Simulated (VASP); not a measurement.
Crystal: KAl.

```xyz
2
Lattice="4.1269 0.0000 0.0000 0.0000 4.1269 0.0000 0.0000 0.0000 4.1269" Properties=species:S:1:pos:R:3 pbc="T T T"
K     2.0635    2.0635    2.0635
Al    0.0000    0.0000    0.0000
```

The cell was built by a generator and needn't be a form met in nature.

Base run:

- Program: VASP 6.6.1
- Functional: revPBE
- Potentials or basis: VASP PAW PBE potentials, release 64 (K_sv, Al)
- Cutoff: 520 eV
- k mesh: 7 × 7 × 7
- Occupations: fermi-dirac, width 0.05 eV
- Spin: no spin polarisation

Its results: pressure 0.7 GPa.

Problem. After a change of settings the same cell gave: pressure 0.0 GPa. Which change was it?
A. functional from revPBE to RPBE
B. functional from revPBE to BLYP
C. functional from revPBE to PBE
D. functional from revPBE to PBEsol

Solution. C.

PBE binds more tightly than revPBE, so the same cell stands under less pressure.

Caveats: the PAW data sets were made with another functional, which shifts forces and pressure a little (some runs).
